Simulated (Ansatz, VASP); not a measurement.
# Cross-check of P between VASP and Ansatz

Wanted: the spread between two codes on one cell, functional and k mesh. The structure shown is the start of the Ansatz relaxation below; VASP solves that cell, so the two are compared at the walk's first step.

Calculated with Ansatz 0.2.0; plane waves, with VASP 6.6.1 beside it; single point at PBE with D3(BJ).

## (1) Starting point

It takes space group Cmce (No. 64, orthorhombic). The conventional cell has a = 3.189 Å, b = 9.789 Å, c = 4.288 Å, α = 90.00°, β = 90.00°, γ = 90.00°. Nearest to P lie 3 P at 2.19 to 2.22 Å.

## (2) Ansatz: relaxation, PBE with D3(BJ)

Ansatz runs on its PAW soft_1 files.

The two programs are compared at the cell with which this relaxation starts, whose forces are those of its first step.

Input file input.yaml:

```yaml
crystal:
  lattice:
    - [1.5947317832, -4.8943583054, 0.0]
    - [1.5947317832, 4.8943583054, 0.0]
    - [0.0, 0.0, 4.2879860292]
  atoms:
    - { symbol: P, position: [0.8911506924, 0.1088493076, 0.0746031284] }
    - { symbol: P, position: [0.6088493076, 0.3911506924, 0.5746031284] }
    - { symbol: P, position: [0.1088493076, 0.8911506924, 0.9253968716] }
    - { symbol: P, position: [0.3911506924, 0.6088493076, 0.4253968716] }
  conventional_axes: [[1, 1, 0], [-1, 1, 0], [0, 0, 1]]
kpoints:
  mp_grid: { grid: [16, 16, 12] }
hamiltonian:
  xc: pbe
  dispersion: d3bj
  pseudopotentials: { kind: paw, azcp: { folder: soft_1 } }
scf:
  occupations: { method: methfessel_paxton, width: 0.2 }
output:
  forces: true
  stress: true
  eigenvalues: true
relax:
  adjacent_minimum: "off"
  f_tol: 0.001
  max_steps: 60
  cell: { stress_tol: 0.01, fix: [a, b, gamma] }
```

Run with:

```bash
$ ansatz run input.yaml --threads 8 --pin off --max-ram 16384MiB --backend cpu --events-out ev --progress --plain --runs-dir out
```

Numbers of over 12 decimals in the logs are rounded to 6 here.

The program printed:

```text
Engine: ansatz 0.2.0, aarch64-unknown-linux-gnu
Pseudopotentials: kind: paw
Pseudopotential: P, paw, valence charge 5, recommended cutoff 420 eV (normal), soft_1/P.paw.azcp
Functional definition: PBE
  parameter kappa = 0.804
  parameter beta = 0.066725
  exchange = pbe_x(kappa = kappa, mu = beta*pi^2/3)
  correlation = pbe_c(beta = beta)
Crystal: 4 atoms, lattice volume = 66.937 Å³
Basis set: ecut = 420 eV, 1323 PW (Γ), exchange–correlation on 72×72×60 points (8 copies of the dense FFT grid, shifted against one another)
Bands: 14, of which v1, the nominal top of the filled ones, is band 10 counted from 1 (9 counted from 0)
Symmetry: 8 space group operations
Space group: Cmce (ITA 64), of the structure as read, at distance tolerance 4.1e-5 Å
k-points: 511 of 3072
Non-local potential: P, projectors of the file, l = 0: 2, l = 1: 2, l = 2: 1
PAW form: soft (Blöchl's): semilocal exchange-correlation on the pseudo side does not see the compensation charge
PAW one-centre angular grid: P, 110 points (default); XC on 64 Gauss nodes
Initial density: superposition of atomic densities (chi_scale 0.1, normalization cell)
Initial wavefunctions: pseudopotential atomic-orbital guess
Functional: x = pbe(κ = 0.804, μ = 0.219515), c = pbe(β = 0.066725)
SCF iter   1: F=—  HF=-3024.243585 eV  |F-HF|=—  |Δ(HF+E_count)|=         —  Δρ=4.19e-2  dr2=7.90e-1  ethr=3.10e-3  ⟨swp⟩=7.0  Hψ=53539  notcnv=0
preconditioner: auto → Kerker (q_TF=auto, 2.231 Å⁻¹)  [metal: Δε(μ)=0.032 eV  Ē_g=9.295 eV  σ=0.200 eV  W_gap=0.14  n_scr=12 (ndim 8)  ℏωp=20.3 eV  f_vac=0.000  D(μ)=0.33/eV (n_scr^D=0)]
SCF iter   2: F=—  HF=-3024.126419 eV  |F-HF|=—  |Δ(HF+E_count)|=   1.17e-1  S|Δr|=    0.00e0  Δρ=2.52e-2  dr2=3.04e-1  ethr=3.10e-3  ⟨swp⟩=1.2  Hψ=11434  notcnv=0
SCF iter   3: F=—  HF=-3024.059373 eV  |F-HF|=—  |Δ(HF+E_count)|=   6.70e-2  S|Δr|=    0.00e0  Δρ=2.25e-3  dr2=2.24e-3  ethr=1.52e-3  ⟨swp⟩=2.1  Hψ=11814  notcnv=0
SCF iter   4: F=—  HF=-3024.060555 eV  |F-HF|=—  |Δ(HF+E_count)|=   1.18e-3  S|Δr|=    0.00e0  Δρ=5.35e-4  dr2=2.47e-4  ethr=1.12e-5  ⟨swp⟩=2.1  Hψ=11813  notcnv=0
SCF iter   5: F=—  HF=-3024.060660 eV  |F-HF|=—  |Δ(HF+E_count)|=   1.05e-4  S|Δr|=    0.00e0  Δρ=1.03e-4  dr2=7.82e-6  ethr=1.23e-6  ⟨swp⟩=2.8  Hψ=12697  notcnv=0
SCF iter   6: F=—  HF=-3024.060639 eV  |F-HF|=—  |Δ(HF+E_count)|=   2.04e-5  S|Δr|=    0.00e0  Δρ=1.84e-5  dr2=2.87e-7  ethr=3.91e-8  ⟨swp⟩=2.6  Hψ=12378  notcnv=0
SCF iter   7: F=-3024.060640 eV  HF=-3024.060640 eV  |F-HF|=9.59e-10  |Δ(HF+E_count)|=   5.65e-8  S|Δr|=    0.00e0  Δρ=3.86e-6  dr2=1.44e-8  ethr=5.00e-10  ⟨swp⟩=8.9  Hψ=45013  notcnv=0
SCF 1 converged in 7 iterations: F = -3024.060640 eV  dr2 = 1.44e-8
  greatest PAW one-centre occupation: 0.809 electrons in one spin orbital (limit 2), on the P atom at site 3 (counted from 0), in its partial waves of l = 0
relax step   1: F+E_penalty+E_count = -3024.06063950 eV  Δ(F+E_penalty+E_count) = +0.000e0 eV  max|allowed force component| = 1.732e-1 eV/Å  Δτ_max = 0.0000 Å  P = +4.868 GPa  Ω = 66.937 Å³  fix = [a, b, gamma]  reactions: a +7.934, b +5.399 GPa  (7 SCF iters, dr2 threshold 1.00e-7 eV, accepted)
[...]
relax step   2: F+E_penalty+E_count = -3024.06485001 eV  Δ(F+E_penalty+E_count) = -4.211e-3 eV  max|allowed force component| = 7.034e-2 eV/Å  Δτ_max = 0.0049 Å  P = +4.053 GPa  Ω = 67.386 Å³  energy of the carried Pulay correction = -2.565e-5 eV  fix = [a, b, gamma]  reactions: a +7.330, b +4.465 GPa  (5 SCF iters, dr2 threshold 4.00e-7 eV, accepted)
[...]
relax step   3: F+E_penalty+E_count = -3024.06552810 eV  Δ(F+E_penalty+E_count) = -6.781e-4 eV  max|allowed force component| = 4.509e-3 eV/Å  Δτ_max = 0.0035 Å  P = +3.657 GPa  Ω = 67.565 Å³  energy of the carried Pulay correction = -3.584e-5 eV  fix = [a, b, gamma]  reactions: a +7.077, b +3.899 GPa  (4 SCF iters, dr2 threshold 3.30e-7 eV, accepted)
[...]
relax step   4: F+E_penalty+E_count = -3024.06553084 eV  Δ(F+E_penalty+E_count) = -2.740e-6 eV  max|allowed force component| = 1.886e-4 eV/Å  Δτ_max = 0.0003 Å  P = +3.647 GPa  Ω = 67.562 Å³  energy of the carried Pulay correction = -3.567e-5 eV  fix = [a, b, gamma]  reactions: a +7.077, b +3.866 GPa  (4 SCF iters, dr2 threshold 1.27e-9 eV, accepted)
[...]
relax step   5: F+E_penalty+E_count = -3024.06557015 eV  Δ(F+E_penalty+E_count) = -3.931e-5 eV  max|allowed force component| = 1.856e-4 eV/Å  Δτ_max = 0.0000 Å  P = +3.648 GPa  Ω = 67.562 Å³  fix = [a, b, gamma]  reactions: a +7.078, b +3.866 GPa  stress off target by 3.90e-4 GPa on what of the cell is left free  SCF on the basis re-selected at this cell (its energy is not comparable with the rows above)  (5 SCF iters)
basis re-selected at this cell: Δ(F+E_penalty+E_count) = -3.931e-5 eV, ΔP = +0.001 GPa vs the last step (what re-selecting the basis moved, of the pressure what is left beyond the Pulay correction that the steps carried, after the strain that the cell walked since its last selection, with what the two solves' SCF thresholds leave and, on support functions, any second-order correction that the steps lacked; it is no m [...]
SCF converged after 5 iterations
Stability not checked: this state was not tested for a lower state beside it, because cold or Methfessel-Paxton smearing, or corrected tetrahedra, fill the levels in a way that the test cannot read (fill_not_monotonic; see scf.lower_state_search)
Free energy (F): -3024.065570 eV
Harris-Foulkes:  -3024.065570 eV  (|F-HF|=4.55e-13)
Internal energy: -3024.066153 eV  (E = F + TS)
E sigma→0 (E₀):  -3024.065716 eV
Entropy (-TS):   0.000582 eV (0.146 meV/atom)
Fermi energy:    9.079545 eV
--- Per-component energies (eV) ---
  E_band       = 44.367944
  E_kinetic    = 278.130224
  E_local      = -191.890078  (includes V_loc(G=0)·N_el)
  E_nonlocal   = 130.712799
  E_hartree    = 51.994399
  E_xc         = -292.751097
  E_vxc        = -245.722244  (∫ρ·V_xc dr)
  E_paw        = -2232.712152  (= ΣΔE_a)
  E_vpaw       = -30.851553  (= ΣTr[D̂ρ^β])
  E_aug_tail   = -0.000001  (compensation charges beyond the density's cutoff)
  E_ewald      = -765.888458
  E_disp       = -1.661790  (pairwise vdW)
  E_smearing   = 0.000582  (= −TS)
  E_closure    = 0.000000  (closes the sum)
  Σ components = -3024.065570   (vs F -3024.065570, Δ=0.00e0)
--- Forces (eV/Å), atoms counted from 1 ---
  atom   1  P     -0.00000000     0.00014779     0.00018559
  atom   2  P      0.00000000    -0.00014779     0.00018559
  atom   3  P     -0.00000000    -0.00014779    -0.00018559
  atom   4  P      0.00000000     0.00014779    -0.00018559
  max |Σ_I F_I| component: 8.67e-18 eV/Å
--- Stress (GPa, compression-positive) ---
        7.077933       0.000000       0.000000
        0.000000       3.865825       0.000000
        0.000000       0.000000       0.000390
  P = ⅓ Tr σ = 3.6480 GPa (36.480 kbar)
--- Band table (eV; the first three rows and the last of 511) ---
  k-point 0: bands = [... 6 lower, 5.6197, 5.9482, 6.8306, 7.1420, 9.6019, 10.8674, 11.3585, 12.6971]
  k-point 1: bands = [... 6 lower, 5.6493, 6.4733, 6.8302, 6.8459, 9.8963, 10.9501, 11.3407, 12.5649]
  k-point 2: bands = [... 6 lower, 5.7358, 6.2305, 6.8236, 7.3178, 10.4554, 11.2439, 11.2622, 12.2602]
  k-point 510: bands = [... 6 lower, 6.7927, 6.7927, 7.8122, 7.8122, 10.7616, 10.7616, 11.9431, 11.9431]
--- Relaxed structure (4 steps of the walk, 4 accepted, 1 SCFs on fresh bases) ---
  F+E_penalty+E_count = -3024.06557015 eV   max|allowed force component| = 1.856e-4 eV/Å   (the final SCF, on the basis selected at the relaxed cell)
  cell:  # Å, volume = 67.5623 Å³
    - [1.5947317832, -4.8943583054, -2.5375437869712736e-18]
    - [1.5947317832, 4.8943583054, 2.5375437869712736e-18]
    - [0.0, 2.2231621855332917e-18, 4.328035]
  atoms:
    - { symbol: P, position: [0.890326, 0.109674, 0.075330] }
    - { symbol: P, position: [0.609674, 0.390326, 0.575330] }
    - { symbol: P, position: [0.109674, 0.890326, 0.924670] }
    - { symbol: P, position: [0.390326, 0.609674, 0.424670] }
```

## (3) VASP: single point, PBE with D3(BJ), start cell

The same cell, functional, mesh and smearing now go to VASP, with its own data sets.

Lines of VASP's logs that name or quote its potential files are left out, and so is its time.

Input file INCAR:

```
SYSTEM = P
PREC = Accurate
ENCUT = 400
EDIFF = 1E-06
NELM = 120
ISMEAR = 1
SIGMA = 0.2
LREAL = .FALSE.
ALGO = Normal
GGA = PE
IVDW = 12
NBANDS = 16
LORBIT = 11
LWAVE = .FALSE.
LCHARG = .FALSE.
ISIF = 2
LASPH = .TRUE.
GGA_COMPAT = .FALSE.
KPAR = 2
```

Input file POSCAR:

```
P
1.0
    1.5947320000     -4.8943580000      0.0000000000
    1.5947320000      4.8943580000      0.0000000000
    0.0000000000      0.0000000000      4.2879860000
P
4
Direct
    0.8911506882      0.1088493118      0.0746030887
    0.6088493118      0.3911506882      0.5746030887
    0.1088493118      0.8911506882      0.9253969113
    0.3911506882      0.6088493118      0.4253969113
```

Input file KPOINTS:

```
Automatic mesh
0
Gamma
16 16 12
0 0 0
```

Potentials, in the order of the species: P (PBE family, release 64).

Run with:

```bash
$ mpirun -np 2 vasp_std
```

The program printed:

```text
[banner, memory and clock lines left out]
running    2 mpi-ranks, on    1 nodes
 distrk:  each k-point on    1 cores,    2 groups
 distr:  one band on    1 cores,    1 groups

 POSCAR found type information on POSCAR P
 POSCAR found :  1 types and       4 ions
 LDA part: xc-table for (Slater+PW92), standard interpolation
 POSCAR, INCAR and KPOINTS ok, starting setup
 FFT: planning ... GRIDC
 FFT: planning ... GRID_SOFT
 FFT: planning ... GRID
 WAVECAR not read
 entering main loop
       N       E                     dE             d eps       ncg     rms          rms(c)
DAV:   1     0.473461062610E+02    0.47346E+02   -0.73500E+03 16352   0.872E+02
DAV:   2    -0.188482631753E+02   -0.66194E+02   -0.63933E+02 22480   0.149E+02
DAV:   3    -0.213576233389E+02   -0.25094E+01   -0.24970E+01 22072   0.311E+01
DAV:   4    -0.213802610643E+02   -0.22638E-01   -0.22632E-01 20616   0.356E+00
DAV:   5    -0.213806255415E+02   -0.36448E-03   -0.36446E-03 22528   0.404E-01    0.111E+01
DAV:   6    -0.212467848491E+02    0.13384E+00   -0.94503E-02 19920   0.177E+00    0.652E+00
DAV:   7    -0.211990527055E+02    0.47732E-01   -0.14494E-01 21416   0.222E+00    0.438E-01
DAV:   8    -0.211980772378E+02    0.97547E-03   -0.19443E-02 19000   0.884E-01    0.210E-01
DAV:   9    -0.211981456593E+02   -0.68421E-04   -0.71094E-04 21960   0.175E-01    0.936E-02
DAV:  10    -0.211981437827E+02    0.18766E-05   -0.10523E-04 20888   0.606E-02    0.385E-02
DAV:  11    -0.211981496937E+02   -0.59110E-05   -0.13797E-05 20744   0.278E-02    0.150E-02
DAV:  12    -0.211981498030E+02   -0.10935E-06   -0.28807E-07 11064   0.375E-03
   1 F= -.22875459E+02 E0= -.22875651E+02  d E =0.575634E-03
```

From OUTCAR (step 3):

```text
ion  position               nearest neighbor table
   1  0.891  0.109  0.075-   4 2.19   4 2.19   3 2.22
   2  0.609  0.391  0.575-   3 2.19   3 2.19   4 2.22
   3  0.109  0.891  0.925-   2 2.19   2 2.19   1 2.22
   4  0.391  0.609  0.425-   1 2.19   1 2.19   2 2.22

  LATTYP: Found a base centered orthorhombic cell.
 ALAT       =     3.1894640000
 B/A-ratio  =     3.0690786916
 C/A-ratio  =     1.3444221349

 Subroutine GETGRP returns: Found  8 space group operations
 (whereof  4 operations were pure point group operations)

The static configuration has the point symmetry C_2h.
 The point group associated with its full space group is D_2h.

 Found    511 irreducible k-points:

   k-points           NKPTS =    511   k-points in BZ     NKDIM =    511   number of bands    NBANDS=     16

   dimension x,y,z NGX =    36 NGY =   36 NGZ =   28
   dimension x,y,z NGXF=    72 NGYF=   72 NGZF=   56

   ENCUT  =  400.0 eV  29.40 Ry    5.42 a.u.   8.39  8.39  6.99*2*pi/ulx,y,z

   NELECT =      20.0000    total number of electrons

 k-points in reciprocal lattice and weights: Automatic mesh
   0.00000000  0.00000000  0.00000000       0.000
   0.06250000  0.00000000  0.00000000       0.001
   0.12500000  0.00000000  0.00000000       0.001
   0.18750000  0.00000000  0.00000000       0.001
   0.25000000  0.00000000  0.00000000       0.001
   0.31250000  0.00000000  0.00000000       0.001
   0.37500000  0.00000000  0.00000000       0.001
   0.43750000  0.00000000  0.00000000       0.001
   0.50000000  0.00000000  0.00000000       0.001
[...]
-0.43750000  0.43750000  0.50000000       0.001
   0.50000000  0.50000000  0.50000000       0.000

 average (electrostatic) potential at core
       1 -81.4695       2 -81.4695       3 -81.4695       4 -81.4695

 E-fermi :   8.0322

 k-point     1 :       0.0000    0.0000    0.0000
  band No.  band energies     occupation
    ...
      6       3.7888      2.00000
      7       4.4638      2.00000
      8       4.8991      2.00000
      9       5.7567      2.00000
     10       6.1285      2.00000
     11       8.6414     -0.00014
     12       9.7615     -0.00000
     13      10.3135     -0.00000
     14      11.6483     -0.00000
     15      13.5947      0.00000
    ...

 k-point     2 :       0.0625    0.0000    0.0000
  band No.  band energies     occupation
    ...
      6       3.6355      2.00000
      7       4.1024      2.00000
      8       4.9189      2.00000
      9       5.5014      2.00000
     10       6.2581      2.00000
     11       8.7101     -0.00002
     12      10.1772     -0.00000
     13      10.7980     -0.00000
     14      11.3438     -0.00000
     15      13.2396      0.00000
    ...

 k-point     3 :       0.1250    0.0000    0.0000
  band No.  band energies     occupation
    ...
      6       3.0624      2.00000
      7       3.4282      2.00000
      8       4.9782      2.00000
      9       5.0887      2.00000
     10       6.4912      2.00000
     11       8.9024     -0.00000
     12      10.6322     -0.00000
     13      11.2319     -0.00000
     14      11.8869     -0.00000
     15      12.4655      0.00000
    ...

 Edisp (eV)   -1.67731

  Total       3.17343     2.10851     0.35981     0.00000     0.00000     0.00000
  in kB      75.95781    50.46841     8.61237     0.00000     0.00000     0.00000
  external pressure =       45.01 kB  Pullay stress =        0.00 kB

  energy-cutoff  :      400.00
  volume of cell :       66.94
      direct lattice vectors                 reciprocal lattice vectors
     1.594732000 -4.894358000  0.000000000     0.313532305 -0.102158444  0.000000000
     1.594732000  4.894358000  0.000000000     0.313532305  0.102158444  0.000000000
     0.000000000  0.000000000  4.287986000     0.000000000  0.000000000  0.233209717

 POSITION                                       TOTAL-FORCE (eV/Angst)
 -----------------------------------------------------------------------------------
      1.59473     -3.82886      0.31990         0.000000      0.125708      0.005847
      1.59473     -1.06550      2.46389         0.000000     -0.125708      0.005847
      1.59473      3.82886      3.96809         0.000000     -0.125708     -0.005847
      1.59473      1.06550      1.82410         0.000000      0.125708     -0.005847
 -----------------------------------------------------------------------------------
    total drift:                                0.000000      0.000000     -0.000000

  FREE ENERGIE OF THE ION-ELECTRON SYSTEM (eV)
  ---------------------------------------------------
  free  energy   TOTEN  =       -22.8754590498 eV

  energy  without entropy=      -22.8760346835  energy(sigma->0) =      -22.87565093

 total charge
# of ion       s       p       d       tot
------------------------------------------
    1        1.085   1.397   0.000   2.482
    2        1.085   1.397   0.000   2.482
    3        1.085   1.397   0.000   2.482
    4        1.085   1.397   0.000   2.482
--------------------------------------------------
tot          4.339   5.589   0.000   9.929

[... 3 further parts left out ...]
```

The run ends at a pressure of 4.50 GPa, with forces up to 0.13 eV/Å.

## (4) Side by side

Known differences besides the potentials themselves: the cutoff is 420 eV in Ansatz and 400 eV in VASP. Total energies have different zeros and are not compared.

Forces (eV/Å; atoms numbered as in POSCAR):

```csv
atom,"Ansatz x, y, z","VASP x, y, z"
P1,"0.000, 0.173, -0.045","0.000, 0.126, 0.006"
P2,"0.000, -0.173, -0.045","0.000, -0.126, 0.006"
P3,"0.000, -0.173, 0.045","0.000, -0.126, -0.006"
P4,"0.000, 0.173, 0.045","0.000, 0.126, -0.006"
```

The forces differ by 40 meV/Å r.m.s., which is 55.3 % of the r.m.s. force of 0.073 eV/Å (both taken over all components).

## (5) Outcome

| Property | Result |
| --- | --- |
| r.m.s. force difference (single point, PBE with D3(BJ), start cell) | 40 meV/Å |

What this shows: The r.m.s. force difference is 40 meV/Å (single point, PBE with D3(BJ), start cell), beyond the 12 meV/Å picked in this series as the mark of a large difference. What causes the difference of the single point, PBE with D3(BJ), start cell pair stays open here. Such differences can come from data sets, numerical settings and the points named under the comparisons, not from the functional's error against experiment.

[Lines on the potential files, build, host, timing and source positions are cut from VASP's logs without a mark.]

[Logs are printed without paths, hosts, clocks, repeated set-up lines and the standing remarks that a program may print on its own settings, such as how far it seeks lower states.]

[Hosts, paths, dates, database ids (printed as entryN), source tags and the programs' standing remarks are cut or masked in the printed files.]
